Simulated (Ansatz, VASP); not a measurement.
# Cross-check of Y between VASP and Ansatz, part 2 of 2

Aim: how closely do two programs agree when they are given the same cell, functional and k mesh? The cell is taken from a series of runs on this material, whose earlier steps may have relaxed, scaled, displaced or heated it; both programs get it as it stands.

VASP 6.6.1 and Ansatz 0.2.0.

So far: The structure; Ansatz: zone-centre phonons, PBEsol, pair 1; VASP: zone-centre phonons, PBEsol, pair 1; Side by side.

## Step 5: VASP: zone-centre phonons, PBEsol, pair 2

Level of this step: PBEsol; plane waves and PAW (Y_sv) (VASP).

Second derivatives magnify differences that forces hide, and they need a tight electronic threshold. The cell compared in this pair holds 64.43 Å³, against 63.87 Å³ for the pair before.

File INCAR:

```
SYSTEM = Y
PREC = Accurate
ENCUT = 500
EDIFF = 1E-08
NELM = 120
ISMEAR = 1
SIGMA = 0.2
LREAL = .FALSE.
ALGO = Normal
GGA = PS
NBANDS = 17
LASPH = .TRUE.
LORBIT = 11
LWAVE = .FALSE.
LCHARG = .FALSE.
ISIF = 2
IBRION = 8
GGA_COMPAT = .FALSE.
KPAR = 2
```

File POSCAR:

```
Y
1.0
    3.6704708988      0.0000000000      0.0000000000
   -1.8352354494      3.1787210422      0.0000000000
    0.0000000000      0.0000000000      5.5221850709
Y
2
Direct
    0.3333333333      0.6666666667      0.2500000000
    0.6666666667      0.3333333333      0.7500000000
```

File KPOINTS:

```
Automatic mesh
0
Gamma
15 15 8
0 0 0
```

The projector-augmented-wave data sets are Y_sv (PBE family, release 64).

Run with:

```
> mpirun -np 2 vasp_std
```

Numbers of over 12 decimals in the logs are rounded to 6 here.

The log of the run:

```text
[banner, memory and clock lines left out]
running    2 mpi-ranks, on    1 nodes
[...]
[... a notice as in an earlier step ...]

 LDA part: xc-table for (Slater+PW92), standard interpolation
 POSCAR, INCAR and KPOINTS ok, starting setup
[...]
entering main loop
       N       E                     dE             d eps       ncg     rms          rms(c)
DAV:   1     0.851002795467E+02    0.85100E+02   -0.11283E+04  4606   0.120E+03
DAV:   2    -0.685367372751E+01   -0.91954E+02   -0.90577E+02  5848   0.261E+02
DAV:   3    -0.139285813508E+02   -0.70749E+01   -0.70181E+01  8322   0.435E+01
DAV:   4    -0.140821087014E+02   -0.15353E+00   -0.15343E+00  5426   0.693E+00
[...]
DAV:  14    -0.136243925218E+02   -0.15474E-06   -0.17978E-07  7115   0.299E-03    0.576E-04
DAV:  15    -0.136243924715E+02    0.50349E-07   -0.75638E-09  3793   0.746E-04    0.194E-04
DAV:  16    -0.136243924810E+02   -0.95283E-08   -0.69306E-10  3141   0.212E-04
   1 F= -.13624392E+02 E0= -.13624262E+02  d E =-.391095E-03
[...]
RMM:  15    -0.262591990615E+00    0.14119E-06   -0.10261E-05 48934   0.174E-03    0.563E-04
RMM:  16    -0.262591886218E+00    0.10440E-06   -0.78198E-06 48812   0.154E-03    0.575E-04
RMM:  17    -0.262591948591E+00   -0.62373E-07   -0.60778E-06 48435   0.137E-03    0.625E-04
 first order change of Fermi-energy   0.36051E-04
 force on displaced ion       1 direction 1 :  -1.438   0.000   0.000
 Linear response progress:
  Degree of freedom:   2/  2
       N       E                     dE             d eps       ncg     rms          rms(c)
RMM:   1    -0.308401820331E+00   -0.30840E+00    0.42184E+00  7676   0.108E+01
RMM:   2    -0.299262184986E+00    0.91396E-02   -0.19955E-01 11432   0.198E+00    0.310E-01
RMM:   3    -0.301805671027E+00   -0.25435E-02   -0.14306E-02 12777   0.575E-01    0.169E-01
RMM:   4    -0.302414096100E+00   -0.60843E-03   -0.20585E-03 14634   0.223E-01    0.428E-02
[...]
RMM:  13    -0.302003485333E+00   -0.31391E-06   -0.68691E-06 16216   0.136E-03    0.331E-04
RMM:  14    -0.302003351853E+00    0.13348E-06   -0.43490E-06 16114   0.115E-03    0.330E-04
RMM:  15    -0.302002829738E+00    0.52211E-06   -0.29367E-06 15834   0.100E-03    0.282E-04
 first order change of Fermi-energy   0.64631E-04
 force on displaced ion       1 direction 3 :   0.000  -0.000  -4.271
 Linear response finished
```

OUTCAR, selected parts (step 5):

```text
  Total       -0.7505478     -0.7505478     -0.0464726      0.0000000     -0.0000000      0.0000000
  in kB      -18.6639584    -18.6639584     -1.1556401      0.0000000     -0.0000000      0.0000000
  external PRESSURE =     -12.8278523 kB  Pullay stress =       0.0000000 kB

 POSITION                                       TOTAL-FORCE (eV/Angst)
 -----------------------------------------------------------------------------------
     -0.00000      2.11915      1.38055        -0.000000     -0.000000      0.000000
      1.83524      1.05957      4.14164         0.000000      0.000000      0.000000
 -----------------------------------------------------------------------------------
    total drift:                               -0.000000      0.000000     -0.000000

[... 1 part as in an earlier step ...]

[... 1 further part left out ...]
```

## Step 6: Ansatz: zone-centre phonons, PBEsol, pair 2

The same cell, functional, mesh and smearing now go to Ansatz, which takes its cutoff from its data sets.

The cell is taken from a series of runs on this material, whose earlier steps may have relaxed, scaled, displaced or heated it; both programs get it as it stands.

File input.yaml:

```yaml
crystal:
  lattice:
    - [3.6704708988, 0.0, 0.0]
    - [-1.8352354494, 3.1787210422, 0.0]
    - [0.0, 0.0, 5.5221850709]
  atoms:
    - { symbol: "Y", position: [0.3333333333, 0.6666666667, 0.25] }
    - { symbol: "Y", position: [0.6666666667, 0.3333333333, 0.75] }
kpoints:
  mp_grid: { grid: [15, 15, 8] }
hamiltonian:
  xc: pbesol
  pseudopotentials: { kind: paw, azcp: { folder: soft_1 }, xc_functional: pbe }
scf:
  occupations: { method: methfessel_paxton, width: 0.2 }
output:
  eigenvalues: true
phonons:
  method: dfpt
```

Run with:

```
> ansatz run input.yaml --threads 4 --pin off --max-ram 10240MiB --backend cpu --events-out ev --progress --plain --runs-dir out
```

The log of the run:

```text
[...]
Crystal: 2 atoms, lattice volume = 64.430 Å³
Basis set: ecut = 420 eV, 1255 PW (Γ), exchange–correlation on 50×50×80 points (8 copies of the dense FFT grid, shifted against one another)
Bands: 15, of which v1, the nominal top of the filled ones, is band 11 counted from 1 (10 counted from 0)
Symmetry: 24 space group operations
k-points: 320 of 1800 (irreducible under 4 space group operations, time reversal used)
[...]
k-point 1: bands = [... 7 lower, -12.7444, 4.9027, 7.5898, 10.5797, 11.0672, 11.0672, 11.7211, 11.7460]
  k-point 2: bands = [... 7 lower, -12.7991, 5.2254, 7.3742, 10.3605, 10.9458, 10.9458, 11.4141, 11.4842]
  k-point 319: bands = [... 7 lower, -12.8396, 8.1136, 8.1136, 9.6221, 9.6221, 10.2374, 10.2374, 12.0103]
[...]
ASR residual: 3.836e-5 → 0.000e0 eV/Å²; symmetrization residual: 4.548e-14 eV/Å²
  ASR residual per site (eV/Å²): 3.84e-5 3.84e-5
  Γ frequencies (cm⁻¹): 0.00 0.00 0.00 93.48 93.48 161.78
[...]
[key lines of the parts left out:]
SCF converged after 8 iterations
Free energy (F): -7590.173128 eV
Fermi energy:    9.459318 eV
```

## Step 7: Side by side

Compared:

```csv
quantity,Ansatz,VASP,difference
optical mode 1 to 2 (cm⁻¹),93.5,93.8,-0.34 %
optical mode 3 (cm⁻¹),161.8,161.6,+0.09 %
```

Modes are paired by rising frequency, not by their patterns, so a pair may set unlike modes beside each other; they are those without the splitting of longitudinal modes.

## Step 8: Outcome

```
r.m.s. difference of the optical zone-centre modes, each program's sorted by frequency (zone-centre phonons, PBEsol, pair 1) : 0.27 cm⁻¹
r.m.s. difference of the optical zone-centre modes, each program's sorted by frequency (zone-centre phonons, PBEsol, pair 2) : 0.27 cm⁻¹
```

In words: The r.m.s. difference of the optical zone-centre modes, each program's sorted by frequency is 0.27 cm⁻¹ (zone-centre phonons, PBEsol, pair 1). Such differences can come from data sets, numerical settings and the points named under the comparisons, not from the functional's error against experiment.

[Lines on the potential files, build, host, timing and source positions are cut from VASP's logs without a mark.]

[Logs are printed without paths, hosts, clocks, repeated set-up lines and the standing remarks that a program may print on its own settings, such as how far it seeks lower states.]

[Hosts, paths, dates, database ids (printed as entryN), source tags and the programs' standing remarks are cut or masked in the printed files.]
